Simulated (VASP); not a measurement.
Given:

```
CELL_PARAMETERS angstrom
     -1.55851     1.55851     1.55851
      1.55851    -1.55851     1.55851
      1.55851     1.55851    -1.55851
ATOMIC_POSITIONS crystal
  Mo 0.00000 0.00000 0.00000
```

These are LDA (Ceperley-Alder, Perdew-Zunger), VASP's LDA PAW potentials (set 64) (plane waves; VASP) values and carry that method's errors. Numerical set-up: 520 eV cut-off, Gaussian smearing of 0.050 eV, potentials Mo_sv.

Task: Give the energies of bands 5 to 10 at the high-symmetry points, in eV from the Fermi level.

Result: 
```
band      Γ      H      N      P
----  -----  -----  -----  -----
5     -7.35  -5.74  -5.56  -2.71
6     -1.47  -5.74  -3.60  -2.71
7     -1.47   4.16   1.71  -2.71
8     -1.47   4.16   1.78   2.49
9      1.65   4.16   2.36   2.49
10     1.65   9.28   4.97   9.80
```

It has no gap at this level: it comes out as a metal or semimetal.

The compound is Mo in the bcc structure. It was relaxed first.
